**Question: Can I get these GaAs pressures with pencil and paper?**

I have six calculations of the same GaAs crystal, each with the cell scaled to a different volume:

GaAs (space group F-43m, two-atom cell) at fixed volumes, calculated with VASP 6.6.1 using the r2SCAN functional and spin-orbit coupling. All runs use the recommended VASP PAW PBE potentials, a plane-wave cutoff of 520 eV, an 8 × 8 × 8 k mesh and Gaussian smearing of 0.02 eV. Pressure is positive in compression.

```tsv
volume (Å³/atom)	shortest distance (Å)	pressure (GPa)
22.244	2.436	1.820
22.581	2.448	0.640
22.922	2.460	-0.460
23.033	2.464	-0.790
23.484	2.480	-2.090
24.162	2.504	-3.740
```

I would like to estimate the pressure at some other volume without running the program again. A straight line through neighbouring rows looked good enough at first. But the last step in volume is twice as large as the step from 22.581 to 22.922 Å³/atom, and the pressure falls only one and a half times as much. Is there a simple rule that allows for this, and how far can I trust it? I'm also unsure what the negative pressures mean.

**Answer**

Start with the sign. A positive pressure means that the cell is squeezed and would expand if it were released. A negative one means that the cell is held open and would contract. Between the two lies the volume at which the crystal is at rest, and the estimate becomes simple once you measure every volume from there.

Call that resting volume $V_0$ and write the relative change of volume as $e = V/V_0 - 1$, where $V$ is the volume per atom. For a small change the crystal acts like a spring, and the pressure is $P \approx -B_0 e$. The stiffness $B_0$ is the bulk modulus at rest. In this structure each atom has four equal bonds, and uniform scaling leaves the angles between them alone, so a change of volume is purely a change of bond length.

A bond is not a perfect spring, however. When atoms are pushed together, the repulsion between their electron shells rises steeply. When they are pulled apart, the force that draws them back grows more and more slowly. The crystal should therefore be stiffer when squeezed and softer when stretched, and the table agrees: the bulk modulus taken between neighbouring rows falls from 78 GPa at the compressed end to 58 GPa at the expanded end. This softening is why your straight line fails. Not all of it comes from the bond itself: even perfect springs along the bonds should give about a third of the bend, because their force is spread over an area that grows as the crystal expands, and because each further per cent of volume lengthens the bonds by a little less.

To include the softening, let the bulk modulus change in proportion to the pressure, $B \approx B_0 + B'P$. The number $B'$ says how many GPa of stiffness are gained per GPa of pressure. By definition $B = -V\,dP/dV$, so

$$\frac{dP}{de} = -\frac{B_0 + B'P}{1+e} \approx -B_0\,[1-(B'+1)\,e].$$

The last step uses $P \approx -B_0 e$ and keeps only the first power of $e$. Integrating from the resting volume gives the rule:

$$P \approx -B_0\,e\left[1-\frac{B'+1}{2}\,e\right].$$

It needs three constants. Two of them come from the rows on either side of zero pressure, 22.581 and 22.922 Å³/atom. Between these the volume grows by 0.341 Å³ and the pressure falls by 0.640 + 0.460 = 1.10 GPa. Zero pressure lies at the fraction 0.640/1.10 of the way, so

$$V_0 \approx 22.581 + \frac{0.640}{1.10}\times 0.341 \approx 22.78\ \text{Å}^3,$$

$$B_0 \approx 22.78\times\frac{1.10}{0.341} \approx 73.5\ \text{GPa}.$$

For the third constant I take $B' \approx 4.5$, a rough recalled value typical of semiconductors with this kind of bonding. The factor $(B'+1)/2$ is then 2.75. In words: **each per cent of volume is worth about 0.73 GPa, and for each per cent of expansion you take 2.75 % off the result; for compression you add it instead.**

Now try the most expanded cell, which played no part in setting the constants. Its relative change of volume is $e = 24.162/22.78 - 1 \approx 0.061$, or 6.1 %. The spring alone would give $-73.5 \times 0.0607 \approx -4.46$ GPa. The softening factor is $1 - 2.75 \times 0.0607 \approx 0.833$, so the estimate is $-4.46 \times 0.833 \approx -3.72$ GPa. The calculation gave −3.74 GPa.

The most compressed cell, at 22.244 Å³/atom, is also new to the rule. Its volume lies 2.35 % below rest, so the spring gives 1.73 GPa. The correction now raises the result by about 6 %, to 1.84 GPa, against a computed 1.82 GPa. The same term weakens the tension in the first example and strengthens the pressure here, as the uneven bond requires.

**How accurate is it?** On the four rows that did not set $V_0$ and $B_0$, the rule misses the computed pressure by at most 0.02 GPa. The straight line misses by up to 0.72 GPa, about a fifth of the pressure in the most expanded cell. So the softening term matters at a few per cent of expansion, while close to rest you can drop it.

I would still not promise 0.02 GPa at a new volume. Taking $B'$ as 4 or 5, which would be just as reasonable a choice, raises the largest miss to 0.04 or 0.09 GPa. The Murnaghan equation, which carries the same idea of a pressure-dependent stiffness through without cutting it off, misses by 0.06 GPa with the same constants. The very close agreement at the expanded end is therefore partly luck, since it would be less close if the short formula kept the terms that it leaves out. Within the range of the table, 0.1 GPa is a fair accuracy to quote.

The printout below the text gives the estimate for every row. It also holds a quadratic curve fitted to all six rows, which has nearly the same slope and curvature as the hand rule.

**Where does it go wrong?** The estimate depends most strongly on the resting volume. An error of only 0.01 Å in the edge of the cubic cell at rest shifts an estimated pressure near rest by about 0.4 GPa, and by somewhat less in the most stretched cells, where the crystal is softer. Different density functionals easily disagree by more than that about the edge, so take $V_0$ from the same kind of calculation as the volumes you want to convert. A measured cell edge is a poor substitute: it doesn't share the functional's own error, and it contains the effects of thermal expansion and zero-point motion, which these static calculations leave out.

For the same reason, be careful if you want to compare with a pressure gauge. The rule reproduces the pressure that this calculation assigns to a volume, not the reading for a real sample at room temperature. A change of pressure between two nearby volumes is a safer thing to estimate, because most of an error in $V_0$ then cancels.

On the compressed side the rule is barely tested: the only test row there lies 2.35 % below the resting volume. At 10 % compression, well outside the table, the hand rule gives 9.4 GPa and the Murnaghan equation 9.9 GPa, and these data cannot decide between them. Nor can either formula foresee a change of crystal structure, which GaAs does undergo under strong compression. Beyond that point a smooth curve for the present structure no longer describes the stable crystal.

On the expanded side the formula has a built-in end. At 18 % expansion its tension reaches a maximum and then declines, simply because the expression was cut off after the second term. Don't read that maximum as the strength of the crystal. The table supports the rule up to about 6 % expansion.

For a similar semiconductor you can use the same recipe: find two volumes on either side of zero pressure, take the resting volume and the stiffness from them, and let the softening term bend the line. Its direction follows from the uneven bond, but its size should be checked on a third volume.

The analysis program printed:

```
volume of zero pressure by interpolation, Å³/atom: 22.78
cubic cell edge at zero pressure, Å: 5.669
bulk modulus across zero pressure, GPa: 73.48
Hand rule (GPa unless named):
     row  volume change in %  straight line  softening factor  hand rule  rule less computed  Murnaghan  bulk modulus from row before
  22.244               -2.35          1.727             1.065      1.839             0.01873      1.845                           n/a
  22.581              -0.871           0.64             1.024     0.6553             0.01533     0.6556                         78.48
  22.922               0.626          -0.46            0.9828    -0.4521            0.007919    -0.4522                         73.39
  23.033               1.113        -0.8181            0.9694     -0.793           -0.003019    -0.7936                         68.31
  23.484               3.093         -2.273            0.9149      -2.08             0.01043     -2.092                         67.04
  24.162                6.07          -4.46            0.8331     -3.716             0.02443     -3.803                         57.98
largest miss of the hand rule on the four test rows, GPa: 0.02443
largest miss of the straight line on the four test rows, GPa: 0.72
largest miss of Murnaghan on the four test rows, GPa: 0.06338
largest miss of the hand rule on the test rows with derivative 4, GPa: 0.04325
largest miss of the hand rule on the test rows with derivative 5, GPa: 0.0921
largest difference of pressure from energies and mean printed pressure of a pair, GPa: 0.03193
pressure change for 1 % of bond length to first order, GPa: 2.204
pressure error from 0.01 Å error in the zero-pressure cell edge, GPa: 0.3888
volume change at which the hand rule has its artificial greatest tension, %: 18.18
hand rule at 10 % compression (outside the table), GPa: 9.369
Murnaghan at 10 % compression (outside the table), GPa: 9.905
fit of pressure on 6 rows: constant -0.007297 +/- 0.003, coefficient of strain -73.16 +/- 0.15, coefficient of strain**2 192 +/- 3.2; rms 0.00416, worst 23.033 -0.008, leave-one-out rms 0.00782
```
